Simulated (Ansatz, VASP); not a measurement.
**BeCdF4 in VASP and in Ansatz**

```
Be Cd F
1.0
     3.04600    0.00000    0.00000
     0.00000    3.04600    0.00000
     0.00000    0.00000    8.37706
Be Cd F
1 1 4
Direct
  0.50000 0.50000 0.50000
  0.50000 0.50000 0.00000
  0.00000 0.00000 0.00000
  0.00000 0.00000 0.70521
  0.00000 0.00000 0.29479
  0.00000 0.00000 0.50000
```

Alike in both runs: task single point; functional PBE; k mesh 6 × 6 × 2; occupations gaussian, width 0.1 eV; no spin polarisation.

```csv
,VASP,Ansatz
version,VASP 6.6.1,Ansatz 0.2.0
potentials or method,"VASP PAW PBE potentials, release 64 (Be, Cd, F)","scalar-relativistic, plane waves, PAW"
plane-wave cutoff (eV),520,420
valence electrons in the cell,42,50
```

```csv
,VASP,Ansatz,Ansatz less VASP
gap on the k mesh at the Fermi level (eV),none,none,-
pressure (GPa),16.6,16.3,-0.32
largest component of the traceless stress (GPa),26.46,27.13,+0.672
rms of the force components (eV/Å),2.022,2.025,+0.0021
```

Atom by atom the forces differ by 0.002 eV/Å (rms over components). A gap of «none» marks a metal or a gap that the smearing closes. The functional is the same, so the differences come from potentials, cutoffs and numerics. The two sets of potentials don't hold the same shells in valence.

Caveats: the k mesh is coarse (spacing up to 0.38 Å⁻¹), so the values aren't converged; so large a pressure means that the cell lies far from this level's equilibrium, or that cutoff or potentials fall short (VASP); forces of over 1 eV/Å show positions far from the minimum, so gaps and moduli don't describe the material at rest.
